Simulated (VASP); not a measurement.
Computed with SCAN meta-GGA, VASP's PBE PAW potentials (set 64) (plane waves; VASP 6.6.1).

Input for VASP

KPOINTS:
```
Automatic mesh
0
Gamma
10 10 10
0 0 0
```

File KPOINTS_OPT:
```
k-points along high-symmetry lines
10
Line-mode
Reciprocal
  0.000000   0.000000   0.000000 ! GAMMA
  0.500000   0.000000   0.500000 ! X

  0.500000   0.000000   0.500000 ! X
  0.625000   0.250000   0.625000 ! U

  0.375000   0.375000   0.750000 ! K
  0.000000   0.000000   0.000000 ! GAMMA

  0.000000   0.000000   0.000000 ! GAMMA
  0.500000   0.500000   0.500000 ! L

  0.500000   0.500000   0.500000 ! L
  0.500000   0.250000   0.750000 ! W

  0.500000   0.250000   0.750000 ! W
  0.500000   0.000000   0.500000 ! X
```

**INCAR**
```
SYSTEM = GdN
PREC = Accurate
ENCUT = 520
EDIFF = 1E-7
NELM = 100
ALGO = Normal
LREAL = .FALSE.
LASPH = .TRUE.
ISMEAR = -5
METAGGA = SCAN
LMIXTAU = .TRUE.
LMAXMIX = 6
LWAVE = .FALSE.
LCHARG = .FALSE.
LORBIT = 11
NEDOS = 601
ISIF = 2
```

**POSCAR**
```
GdN
2.4730320
  0.0000000000   0.9999999523   0.9999999523
  0.9999999523   0.0000000000   0.9999999523
  0.9999999523   0.9999999523   0.0000000000
Gd N
1 1
direct
  0.0000000000   0.0000000000   0.0000000000
  0.5000000000   0.5000000000   0.5000000000
```

POTCAR, in this order: Gd_3 N (PBE.64 set). Program: vasp_std.

The run wrote:

**OSZICAR**
```
       N       E                     dE             d eps       ncg     rms          rms(c)
DAV:   1    -0.532560021451E+00   -0.53256E+00   -0.71093E+03  1034   0.123E+03
DAV:   2    -0.617812595805E+02   -0.61249E+02   -0.57098E+02  1390   0.232E+02
DAV:   3    -0.646089892237E+02   -0.28277E+01   -0.28017E+01  1343   0.435E+01
DAV:   4    -0.646450740359E+02   -0.36085E-01   -0.36047E-01  1385   0.471E+00
DAV:   5    -0.646455991962E+02   -0.52516E-03   -0.52479E-03  1331   0.427E-01    0.306E+01
DAV:   6    -0.578386588653E+02    0.68069E+01   -0.20192E+01  1284   0.320E+01    0.263E+01
DAV:   7    -0.589332255811E+02   -0.10946E+01   -0.27560E+00  1189   0.132E+01    0.156E+01
DAV:   8    -0.592188858737E+02   -0.28566E+00   -0.69056E-01  1195   0.835E+00    0.130E+00
DAV:   9    -0.589233847524E+02    0.29550E+00   -0.23934E-01  1133   0.583E+00    0.372E-01
DAV:  10    -0.590390453728E+02   -0.11566E+00   -0.84319E-02  1144   0.287E+00    0.502E-01
DAV:  11    -0.590073050136E+02    0.31740E-01   -0.38196E-03  1262   0.750E-01    0.288E-01
DAV:  12    -0.590083260217E+02   -0.10210E-02   -0.71116E-03  1055   0.111E+00    0.815E-02
DAV:  13    -0.590088917541E+02   -0.56573E-03   -0.44664E-04  1187   0.327E-01    0.572E-02
DAV:  14    -0.590083746105E+02    0.51714E-03   -0.20371E-04  1118   0.170E-01    0.182E-02
DAV:  15    -0.590095605991E+02   -0.11860E-02   -0.83455E-04  1070   0.437E-01    0.580E-02
DAV:  16    -0.590095720035E+02   -0.11404E-04   -0.36714E-05  1322   0.711E-02    0.180E-02
DAV:  17    -0.590095853627E+02   -0.13359E-04   -0.51752E-06  1154   0.276E-02    0.728E-03
DAV:  18    -0.590095766838E+02    0.86789E-05   -0.12622E-05  1094   0.403E-02    0.310E-03
DAV:  19    -0.590095877219E+02   -0.11038E-04   -0.13232E-06  1220   0.173E-02    0.516E-03
DAV:  20    -0.590095900306E+02   -0.23087E-05   -0.52453E-07  1094   0.110E-02    0.284E-03
DAV:  21    -0.590095887628E+02    0.12678E-05   -0.11232E-07  1099   0.519E-03    0.732E-04
DAV:  22    -0.590095885447E+02    0.21810E-06   -0.10605E-08   598   0.161E-03    0.260E-04
DAV:  23    -0.590095889501E+02   -0.40541E-06   -0.57326E-08   984   0.351E-03    0.701E-05
DAV:  24    -0.590095888223E+02    0.12777E-06   -0.15139E-09   571   0.502E-04    0.970E-05
DAV:  25    -0.590095889251E+02   -0.10277E-06   -0.13151E-10   550   0.167E-04    0.893E-05
DAV:  26    -0.590095890057E+02   -0.80604E-07   -0.20028E-10   562   0.152E-04
   1 F= -.59009589E+02 E0= -.59009589E+02  d E =0.000000E+00
       N       E                     dE             ncg
       N       E                     dE             ncg
```

**OUTCAR**
```
------------------------ aborting loop because EDIFF is reached ----------------------------------------
  FORCE on cell =-STRESS in cart. coord.  units (eV):
  Direction    XX          YY          ZZ          XY          YZ          ZX
  --------------------------------------------------------------------------------------
  Total       -0.0173744     -0.0173744     -0.0173744      0.0000000      0.0000000     -0.0000000
  in kB       -0.9202388     -0.9202388     -0.9202388      0.0000000      0.0000000     -0.0000000
  external PRESSURE =      -0.9202388 kB  Pullay stress =       0.0000000 kB
  volume of cell :       30.25
      direct lattice vectors                 reciprocal lattice vectors
     0.000000000  2.473031882  2.473031882    -0.202180976  0.202180976  0.202180976
     2.473031882  0.000000000  2.473031882     0.202180976 -0.202180976  0.202180976
     2.473031882  2.473031882  0.000000000     0.202180976  0.202180976 -0.202180976
 POSITION                                       TOTAL-FORCE (eV/Angst)
 -----------------------------------------------------------------------------------
      0.00000      0.00000      0.00000        -0.000000     -0.000000      0.000000
      2.47303      2.47303      2.47303         0.000000      0.000000     -0.000000
 -----------------------------------------------------------------------------------
    total drift:                                0.000000      0.000000      0.000000
  FREE ENERGIE OF THE ION-ELECTRON SYSTEM (eV)
  ---------------------------------------------------
  free  energy   TOTEN  =       -59.0095890057 eV

  energy  without entropy=      -59.0095890057  energy(sigma->0) =      -59.00958901

 total charge

# of ion       s       p       d       tot
------------------------------------------
    1        0.237   6.623   1.302   8.161
    2        1.256   2.437   0.000   3.694
--------------------------------------------------
tot          1.493   9.060   1.302  11.855
```
(Selected blocks of OUTCAR.)

File OUTCAR:
```
 val. band max:        3.9197897329   @ k =   0.0000   0.0000   0.0000

 cond. band min:       4.1801331645   @ k =   0.5000   0.5000   0.0000


 Fermi energy:         3.9682459959

 k-point     1 :       0.0000    0.0000    0.0000
  band No.  band energies     occupation
      1     -16.2230      2.00000
      2     -16.2229      2.00000
      3     -16.2229      2.00000
      4      -9.8514      2.00000
      5       3.9198      2.00000
      6       3.9198      2.00000
      7       3.9198      2.00000
      8       7.2846      0.00000
      9       7.2846      0.00000
     10       7.2846      0.00000
     11       8.3249      0.00000

 k-point     2 :       0.1000    0.0000    0.0000
  band No.  band energies     occupation
      1     -16.3937      2.00000
      2     -16.2324      2.00000
      3     -16.2323      2.00000
      4      -9.6342      2.00000
      5       3.2798      2.00000
      6       3.5468      2.00000
      7       3.5468      2.00000
      8       7.3803      0.00000
      9       7.5533      0.00000
     10       7.5533      0.00000
     11       8.9163      0.00000

 k-point     3 :       0.2000    0.0000    0.0000
  band No.  band energies     occupation
      1     -16.7989      2.00000
      2     -16.2570      2.00000
      3     -16.2569      2.00000
      4      -9.1012      2.00000
      5       2.0444      2.00000
      6       2.7920      2.00000
      7       2.7920      2.00000
      8       7.6622      0.00000
      9       8.2745      0.00000
     10       8.2746      0.00000
     11       9.2841      0.00000

 k-point     4 :       0.3000    0.0000    0.0000
  band No.  band energies     occupation
      1     -17.2380      2.00000
      2     -16.2869      2.00000
      3     -16.2869      2.00000
      4      -8.4862      2.00000
      5       0.8715      2.00000
      6       2.0870      2.00000
      7       2.0870      2.00000
      8       8.3003      0.00000
      9       9.2948      0.00000
...
```

The 4f electrons are frozen in the core of the lanthanide potential, so 4f levels, which can set the real gap, and their magnetism are missing.

The compound is GdN in the rock salt structure. It was relaxed first.
